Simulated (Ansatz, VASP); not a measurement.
# Cross-check of Zr (Zirconium) between VASP and Ansatz, part 2 of 2

Aim: how closely do two programs agree when they are given the same cell, functional and k mesh? The cell is taken from a series of runs on this material, whose earlier steps may have relaxed, scaled, displaced or heated it; both programs get it as it stands.

VASP 6.6.1 and Ansatz 0.2.0.

So far: Set-up; Ansatz: zone-centre phonons, LDA, pair 1; VASP: zone-centre phonons, LDA, pair 1.

## Step 4: Comparison

Known differences besides the potentials themselves: the cutoff is 420 eV in Ansatz and 500 eV in VASP; VASP's log shows a relativistic correction to its local exchange, Ansatz's none. Total energies have different zeros and are not compared.

The two programs side by side:

```csv
quantity,Ansatz,VASP,difference
optical mode 1 to 2 (cm⁻¹),48.0,47.3,+0.7
optical mode 3 (cm⁻¹),181.7,182.4,-0.42 %
```

Modes are paired by rising frequency, not by their patterns, so a pair may set unlike modes beside each other; they are those without the splitting of longitudinal modes.

## Step 5: VASP: zone-centre phonons, LDA, pair 2

Second derivatives magnify differences that forces hide, and they need a tight electronic threshold. The cell compared in this pair holds 43.13 Å³, against 42.69 Å³ for the pair before.

The input, INCAR:

```
SYSTEM = Zr
PREC = Accurate
ENCUT = 500
EDIFF = 1E-08
NELM = 120
ISMEAR = 1
SIGMA = 0.2
LREAL = .FALSE.
ALGO = Normal
GGA = PW92
NBANDS = 18
LASPH = .TRUE.
LORBIT = 11
LWAVE = .FALSE.
LCHARG = .FALSE.
ISIF = 2
IBRION = 8
GGA_COMPAT = .FALSE.
KPAR = 2
```

The input, POSCAR:

```
Zr
1.0
    3.1302032093      0.0000000000      0.0000000000
   -1.5651016046      2.7108354982      0.0000000000
    0.0000000000      0.0000000000      5.0824392055
Zr
2
Direct
    0.3333333334      0.6666666668      0.2500000000
    0.6666666668      0.3333333334      0.7500000000
```

The input, KPOINTS:

```
Automatic mesh
0
Gamma
15 15 8
0 0 0
```

The projector-augmented-wave data sets are Zr_sv (LDA family, release 64).

The run is started by

```
> mpirun -np 2 vasp_std
```

Numbers of over 12 decimals in the logs are rounded to 6 here.

The program printed:

```text
[banner, memory and clock lines left out]
running    2 mpi-ranks, on    1 nodes
[...]
[... a notice as in an earlier step ...]

 LDA part: xc-table for (Slater(with rela. corr.)+PW92), standard interpolation
 POSCAR, INCAR and KPOINTS ok, starting setup
[...]
entering main loop
       N       E                     dE             d eps       ncg     rms          rms(c)
DAV:   1     0.212911042913E+03    0.21291E+03   -0.13164E+04  4860   0.130E+03
DAV:   2    -0.369435473950E+01   -0.21661E+03   -0.21306E+03  5744   0.381E+02
DAV:   3    -0.188655898349E+02   -0.15171E+02   -0.15048E+02  8686   0.744E+01
DAV:   4    -0.192216402566E+02   -0.35605E+00   -0.35568E+00  5706   0.118E+01
[...]
DAV:  11    -0.185613690047E+02   -0.56506E-06   -0.80831E-06  5338   0.334E-02    0.234E-03
DAV:  12    -0.185613689408E+02    0.63897E-07   -0.28994E-07  6700   0.357E-03    0.193E-03
DAV:  13    -0.185613689454E+02   -0.46766E-08   -0.24916E-08  4202   0.121E-03
   1 F= -.18561369E+02 E0= -.18561908E+02  d E =0.161859E-02
[...]
RMM:  23    -0.606436696382E+00    0.20368E-07    0.35392E-07 47986   0.366E-04    0.457E-05
RMM:  24    -0.606436749218E+00   -0.52836E-07    0.33388E-07 45935   0.342E-04    0.507E-05
RMM:  25    -0.606436750496E+00   -0.12785E-08    0.31157E-07 42892   0.321E-04    0.531E-05
 first order change of Fermi-energy   0.16692E-04
 force on displaced ion       1 direction 1 :  -0.403  -0.000   0.000
 Linear response progress:
  Degree of freedom:   2/  2
       N       E                     dE             d eps       ncg     rms          rms(c)
RMM:   1    -0.777279328460E+00   -0.77728E+00    0.30018E+00  7584   0.135E+01
RMM:   2    -0.729222167792E+00    0.48057E-01   -0.26879E-01 11151   0.278E+00    0.249E-01
RMM:   3    -0.732696805602E+00   -0.34746E-02   -0.45775E-02 13650   0.979E-01    0.845E-02
RMM:   4    -0.735372023158E+00   -0.26752E-02   -0.63568E-03 15340   0.356E-01    0.313E-02
[...]
RMM:  18    -0.735479061858E+00    0.13448E-06   -0.46158E-07 16979   0.573E-04    0.454E-05
RMM:  19    -0.735479024406E+00    0.37452E-07    0.99064E-08 16680   0.486E-04    0.507E-05
RMM:  20    -0.735479009502E+00    0.14904E-07    0.53129E-07 16896   0.423E-04    0.533E-05
 first order change of Fermi-energy  -0.12808E-03
 force on displaced ion       1 direction 3 :  -0.000  -0.000  -5.276
 Linear response finished
```

From OUTCAR (step 5):

```text
  Total        0.2651006      0.2651006      0.2873586      0.0000000      0.0000000      0.0000000
  in kB        9.8485768      9.8485768     10.6754665      0.0000000      0.0000000      0.0000000
  external PRESSURE =      10.1242067 kB  Pullay stress =       0.0000000 kB

 POSITION                                       TOTAL-FORCE (eV/Angst)
 -----------------------------------------------------------------------------------
      0.00000      1.80722      1.27061        -0.000000      0.000000      0.000000
      1.56510      0.90361      3.81183         0.000000     -0.000000      0.000000
 -----------------------------------------------------------------------------------
    total drift:                               -0.000000     -0.000000      0.000000

[... 1 part as in an earlier step ...]

[... 1 further part left out ...]
```

## Step 6: Ansatz: zone-centre phonons, LDA, pair 2

The same cell, functional (in two slightly different forms), mesh and smearing now go to Ansatz, which takes its cutoff from its data sets.

The cell is taken from a series of runs on this material, whose earlier steps may have relaxed, scaled, displaced or heated it; both programs get it as it stands.

The input, input.yaml:

```yaml
crystal:
  lattice:
    - [3.1302032093, 0.0, 0.0]
    - [-1.5651016046, 2.7108354982, 0.0]
    - [0.0, 0.0, 5.0824392055]
  atoms:
    - { symbol: Zr, position: [0.3333333333, 0.6666666667, 0.25] }
    - { symbol: Zr, position: [0.6666666667, 0.3333333333, 0.75] }
kpoints:
  mp_grid: { grid: [15, 15, 8] }
hamiltonian:
  xc: lda
  pseudopotentials: { kind: paw, azcp: { folder: soft_1 }, xc_functional: pbe }
scf:
  occupations: { method: methfessel_paxton, width: 0.2 }
output:
  eigenvalues: true
phonons:
  method: dfpt
```

The run is started by

```
> ansatz run input.yaml --threads 4 --pin off --max-ram 10240MiB --backend cpu --events-out ev --progress --plain --runs-dir out
```

The program printed:

```text
[...]
Crystal: 2 atoms, lattice volume = 43.127 Å³
Basis set: ecut = 420 eV, 833 PW (Γ), exchange–correlation on 48×48×72 points (8 copies of the dense FFT grid, shifted against one another)
Bands: 16, of which v1, the nominal top of the filled ones, is band 12 counted from 1 (11 counted from 0)
Symmetry: 24 space group operations
k-points: 320 of 1800 (irreducible under 4 space group operations, time reversal used)
[...]
k-point 2: bands = [... 8 lower, 9.7539, 11.6941, 15.4566, 15.5351, 15.7062, 15.7062, 16.2492, 16.2492, ... 4 higher]
  k-point 319: bands = [... 8 lower, 12.5724, 12.5724, 14.2809, 14.2809, 15.0687, 15.0687, 16.8993, 16.8993, ... 4 higher]
[...]
ASR residual: 4.907e-5 → 0.000e0 eV/Å²; symmetrization residual: 2.601e-10 eV/Å²
  ASR residual per site (eV/Å²): 4.91e-5 4.91e-5
  Γ frequencies (cm⁻¹): 0.00 0.00 0.00 49.94 49.94 176.64
[...]
[key lines of the parts left out:]
SCF converged after 8 iterations
Free energy (F): -8154.967276 eV
Fermi energy:    14.998081 eV
```

## Step 7: Comparison

Both answers:

```csv
quantity,Ansatz,VASP,difference
optical mode 1 to 2 (cm⁻¹),49.9,49.0,+0.9
optical mode 3 (cm⁻¹),176.6,177.4,-0.41 %
```

Modes are paired by rising frequency, not by their patterns, so a pair may set unlike modes beside each other; they are those without the splitting of longitudinal modes.

## Step 8: Summary of results

- r.m.s. difference of the optical zone-centre modes, each program's sorted by frequency (zone-centre phonons, LDA, pair 1): 0.75 cm⁻¹
- r.m.s. difference of the optical zone-centre modes, each program's sorted by frequency (zone-centre phonons, LDA, pair 2): 0.84 cm⁻¹

The r.m.s. difference of the optical zone-centre modes, each program's sorted by frequency is 0.75 cm⁻¹ (zone-centre phonons, LDA, pair 1). Such differences can come from data sets, numerical settings and the points named under the comparisons, not from the functional's error against experiment.

[Lines on the potential files, build, host, timing and source positions are cut from VASP's logs without a mark.]

[Logs are printed without paths, hosts, clocks, repeated set-up lines and the standing remarks that a program may print on its own settings, such as how far it seeks lower states.]

[Hosts, paths, dates, database ids (printed as entryN), source tags and the programs' standing remarks are cut or masked in the printed files.]
